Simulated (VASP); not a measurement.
Wanted: the native input for a VASP 6.6.1 run.

| Item | Value |
| --- | --- |
| Task | band structure |
| Functional | rev-vdW-DF2 |
| Potentials or basis | VASP PAW PBE potentials, release 64 (Ge_d) |
| Cutoff | 520 eV |
| k mesh | 10 × 10 × 10 |
| Occupations | gaussian, width 0.03 eV |
| Spin | no spin polarisation |
| Further INCAR settings | ALGO = Fast; EDIFF = 1e-06; NBANDS = 21 |

The structure of Ge lies in POSCAR:

```
Ge                                      
1.0
    0.0000000000      2.8620785048      2.8620785048
    2.8620785048      0.0000000000      2.8620785048
    2.8620785048      2.8620785048      0.0000000000
  Ge            
     2
Direct
     0.0000000000000000    0.0000000000000000    0.0000000000000000
     0.2500000000000000    0.2500000000000000    0.2500000000000000
```

The input as run:

INCAR

```
SYSTEM = Ge
PREC = Accurate ; ENCUT = 520
EDIFF = 1E-6 ; ISMEAR = 0
SIGMA = 0.03 ; LREAL = .False.
LASPH = .True. ; NELM = 80
ALGO = Fast ; ISIF = 2
LWAVE = .False. ; LCHARG = .False.
GGA = MK ; LUSE_VDW = .True.
AGGAC = 0.0 ; PARAM1 = 0.1234
PARAM2 = 0.711357 ; ZAB_VDW = -1.8867
NBANDS = 21 ; ICORELEVEL = 1
```

KPOINTS

```
Automatic mesh
0
Gamma
  10 10 10
  0 0 0
```

KPOINTS_OPT

```
explicit points
159
Reciprocal
 0.0000000000  0.0000000000  0.0000000000 1
 0.0357142857  0.0000000000  0.0357142857 1
 0.0714285714  0.0000000000  0.0714285714 1
 0.1071428571  0.0000000000  0.1071428571 1
 0.1428571429  0.0000000000  0.1428571429 1
 0.1785714286  0.0000000000  0.1785714286 1
[... 151 lines left out ...]
 0.4250000000  0.0000000000  0.4250000000 1
 0.4500000000  0.0000000000  0.4500000000 1
```

Potentials or basis: VASP PAW PBE potentials, release 64 (Ge_d).

Run with:

```sh
$ cat potpaw_PBE.64/Ge_d/POTCAR > POTCAR
$ mpirun -np 1 vasp_std > vasp.out
```

It gave:

```yaml
Pressure: 0.0 GPa
Band_gap_along_the_path: none (metal or under the smearing width)
```

Caveat: the PAW data sets were made with another functional, which shifts forces and pressure a little; this crystal is a semiconductor, whose small gap the functional closes, so the metal is an error of the method.

Run time: 81 s on 1 thread of AMD EPYC 9R45 96-Core Processor (Zen 5) (shared host), peak memory 0.36 GiB.
